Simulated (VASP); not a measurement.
Computed with r2SCAN meta-GGA, VASP's PBE PAW potentials (set 64) (plane waves; VASP).

VASP ran on this input.

INCAR:
```
! general
SYSTEM  = NiSb
PREC    = Accurate
ENCUT   = 520
LREAL   = .False.   ! projection in real space or not
LASPH   = .True.   ! aspherical one-centre terms

! electronic loop
EDIFF   = 1E-7
NELM    = 100   ! most electronic steps
ALGO    = Normal
LMAXMIX = 4   ! l cut-off of mixed one-centre charges
LMIXTAU = .True.

! smearing
ISMEAR  = 1   ! Methfessel-Paxton
SIGMA   = 0.1   ! width (eV)

! functional
METAGGA = R2SCAN

! ions
IBRION  = 2   ! conjugate gradients
NSW     = 30   ! most ionic steps
ISIF    = 4
EDIFFG  = -0.01   ! ionic stop

! output
LWAVE   = .False.
LCHARG  = .False.
```

### POSCAR
```
NiSb
1
    1.9451633265    -3.3691218720     0.0000000000
    1.9451633265     3.3691218720     0.0000000000
    0.0000000000     0.0000000000     5.0718607749
Ni Sb
2 2
Direct
  0.0000000000   0.0000000000   0.5000000000
  0.0000000000   0.0000000000   0.0000000000
  0.3333330000   0.6666670000   0.2500000000
  0.6666670000   0.3333330000   0.7500000000
```

### KPOINTS
```
Automatic mesh
0
Gamma
9 9 6
0 0 0
```

POTCAR, in this order: Ni Sb (PBE.64 set). Program: vasp_std.

Output

**OUTCAR**
```
 ion  position               nearest neighbor table
   1  0.000  0.000  0.500-   2 2.54   2 2.54   4 2.58   3 2.58   4 2.58   3 2.58   4 2.58   3 2.58
  LATTYP: Found a hexagonal cell.
 ALAT       =     3.8903267928
 C/A-ratio  =     1.3037107279
 Subroutine PRICEL returns:
 Original cell was already a primitive cell.
 Subroutine GETGRP returns: Found 24 space group operations
The static configuration has the point symmetry D_3d.
 The point group associated with its full space group is D_6h.
The dynamic configuration has the point symmetry D_3d.
 Subroutine INISYM returns: Found 24 space group operations
 Subroutine IBZKPT returns following result:
 Found     48 irreducible k-points:

 Following reciprocal coordinates:
            Coordinates               Weight
  0.000000  0.000000  0.000000      1.000000
  0.111111 -0.000000  0.000000      6.000000
  0.222222 -0.000000  0.000000      6.000000
  0.333333  0.000000  0.000000      6.000000
  0.444444 -0.000000  0.000000      6.000000
  0.111111  0.111111  0.000000      6.000000
  0.222222  0.111111  0.000000     12.000000
  0.333333  0.111111  0.000000     12.000000
  0.444444  0.111111  0.000000      6.000000
  0.222222  0.222222  0.000000      6.000000
  0.333333  0.222222  0.000000     12.000000
  0.333333  0.333333  0.000000      2.000000
  0.000000  0.000000  0.166667      2.000000
  0.111111 -0.000000  0.166667     12.000000
  0.222222 -0.000000  0.166667     12.000000
  0.333333  0.000000  0.166667     12.000000
  0.444444 -0.000000  0.166667     12.000000
  0.111111  0.111111  0.166667     12.000000
  0.222222  0.111111  0.166667     24.000000
  0.333333  0.111111  0.166667     24.000000
  0.444444  0.111111  0.166667     12.000000
  0.222222  0.222222  0.166667     12.000000
  0.333333  0.222222  0.166667     24.000000
  0.333333  0.333333  0.166667      4.000000
  0.000000  0.000000  0.333333      2.000000
  0.111111 -0.000000  0.333333     12.000000
  0.222222 -0.000000  0.333333     12.000000
  0.333333  0.000000  0.333333     12.000000
  0.444444 -0.000000  0.333333     12.000000
  0.111111  0.111111  0.333333     12.000000
  0.222222  0.111111  0.333333     24.000000
  0.333333  0.111111  0.333333     24.000000
  0.444444  0.111111  0.333333     12.000000
  0.222222  0.222222  0.333333     12.000000
  0.333333  0.222222  0.333333     24.000000
  0.333333  0.333333  0.333333      4.000000
  0.000000  0.000000  0.500000      1.000000
  0.111111 -0.000000  0.500000      6.000000
  0.222222 -0.000000  0.500000      6.000000
  0.333333  0.000000  0.500000      6.000000
   k-points           NKPTS =     48   k-points in BZ     NKDIM =     48   number of bands    NBANDS=     19
   number of dos      NEDOS =    301   number of ions     NIONS =      4
   total plane-waves  NPLWV =  36000
   dimension x,y,z NGX =    30 NGY =   30 NGZ =   40
   dimension x,y,z NGXF=    60 NGYF=   60 NGZF=   80
   ions per type =               2   2
   PREC   = accura    normal or accurate (medium, high low for compatibility)
   ISTART =      0    job   : 0-new  1-cont  2-samecut
   ICHARG =      2    charge: 1-file 2-atom 10-const
   ISPIN  =      1    spin polarized calculation?
   LNONCOLLINEAR =      F non collinear calculations
   LSORBIT =      F    spin-orbit coupling
   INIWAV =      1    electr: 0-lowe 1-rand  2-diag
   ENCUT  =  520.0 eV  38.22 Ry    6.18 a.u.   7.23  7.23  9.43*2*pi/ulx,y,z
   NELM   =    100;   NELMIN=  2; NELMDL= -5     # of ELM steps
   EDIFF  = 0.1E-06   stopping-criterion for ELM
   LREAL  =      F    real-space projection
   NLSPLINE    = F    spline interpolate recip. space projectors
...
```

File OSZICAR:
```
       N       E                     dE             d eps       ncg     rms          rms(c)
DAV:   1     0.118286316970E+03    0.11829E+03   -0.13280E+04  1824   0.171E+03
DAV:   2    -0.711571948392E+02   -0.18944E+03   -0.18456E+03  1830   0.335E+02
DAV:   3    -0.807936158177E+02   -0.96364E+01   -0.93338E+01  2106   0.953E+01
DAV:   4    -0.810442345335E+02   -0.25062E+00   -0.24900E+00  2032   0.142E+01
DAV:   5    -0.810520996343E+02   -0.78651E-02   -0.78613E-02  2295   0.259E+00    0.130E+01
DAV:   6    -0.798968886703E+02    0.11552E+01   -0.35537E+01  1938   0.114E+02    0.168E+01
DAV:   7    -0.761285040079E+02    0.37684E+01   -0.10978E+01  1968   0.720E+01    0.422E+00
DAV:   8    -0.763320166835E+02   -0.20351E+00   -0.20992E+00  2504   0.173E+01    0.319E+00
DAV:   9    -0.763244928004E+02    0.75239E-02   -0.30580E-01  2149   0.983E+00    0.841E-01
DAV:  10    -0.763435645955E+02   -0.19072E-01   -0.35676E-02  2219   0.196E+00    0.372E-01
DAV:  11    -0.763438078405E+02   -0.24325E-03   -0.35417E-03  2381   0.724E-01    0.137E-01
DAV:  12    -0.763443896879E+02   -0.58185E-03   -0.44630E-03  2239   0.877E-01    0.836E-02
DAV:  13    -0.763447170671E+02   -0.32738E-03   -0.54699E-04  2126   0.305E-01    0.413E-02
DAV:  14    -0.763446686012E+02    0.48466E-04   -0.52931E-05  1995   0.746E-02    0.127E-02
DAV:  15    -0.763447236774E+02   -0.55076E-04   -0.18742E-05  2283   0.608E-02    0.371E-03
DAV:  16    -0.763446998579E+02    0.23820E-04   -0.19343E-06  1926   0.193E-02    0.217E-03
DAV:  17    -0.763447206332E+02   -0.20775E-04   -0.97715E-07  2007   0.162E-02    0.150E-03
DAV:  18    -0.763447128089E+02    0.78243E-05   -0.12789E-07  1041   0.634E-03    0.315E-04
DAV:  19    -0.763447143745E+02   -0.15656E-05   -0.16428E-08   975   0.200E-03    0.399E-04
DAV:  20    -0.763447141058E+02    0.26865E-06   -0.38405E-09   960   0.108E-03    0.250E-04
DAV:  21    -0.763447138541E+02    0.25173E-06   -0.18874E-09   960   0.487E-04    0.561E-05
DAV:  22    -0.763447138685E+02   -0.14384E-07   -0.53532E-10   957   0.307E-04
   1 F= -.76344714E+02 E0= -.76345033E+02  d E =-.763447E+02
```

File OUTCAR:
```
------------------------ aborting loop because EDIFF is reached ----------------------------------------
  FORCE on cell =-STRESS in cart. coord.  units (eV):
  Direction    XX          YY          ZZ          XY          YZ          ZX
  --------------------------------------------------------------------------------------
  Total        1.6324811      1.6324813      1.5771674      0.0000000     -0.0000000      0.0000000
  in kB       39.3449175     39.3449213     38.0117850      0.0000000     -0.0000000      0.0000000
  external PRESSURE =      38.9005413 kB  Pullay stress =       0.0000000 kB
  volume of cell :       66.48
      direct lattice vectors                 reciprocal lattice vectors
     1.945163326 -3.369121872  0.000000000     0.257047824 -0.148406623  0.000000000
     1.945163326  3.369121872  0.000000000     0.257047824  0.148406623  0.000000000
     0.000000000  0.000000000  5.071860775     0.000000000  0.000000000  0.197166295
 POSITION                                       TOTAL-FORCE (eV/Angst)
 -----------------------------------------------------------------------------------
      0.00000      0.00000      2.53593         0.000000     -0.000000     -0.000000
      0.00000      0.00000      0.00000         0.000000     -0.000000     -0.000000
      1.94516      1.12304      1.26797        -0.000000      0.000000      0.000000
      1.94516     -1.12304      3.80390         0.000000     -0.000000      0.000000
 -----------------------------------------------------------------------------------
    total drift:                               -0.000000      0.000000      0.000000
  FREE ENERGIE OF THE ION-ELECTRON SYSTEM (eV)
  ---------------------------------------------------
  free  energy   TOTEN  =       -76.3447138685 eV

  energy  without entropy=      -76.3456723486  energy(sigma->0) =      -76.34503336

 reached required accuracy - stopping structural energy minimisation
```
(Selected blocks of OUTCAR.)

The compound is NiSb in the NiAs type structure. This cell is one point of a volume scan, at 0.97 of the reference volume. The run is not spin-polarised, so no magnetic state was tried.
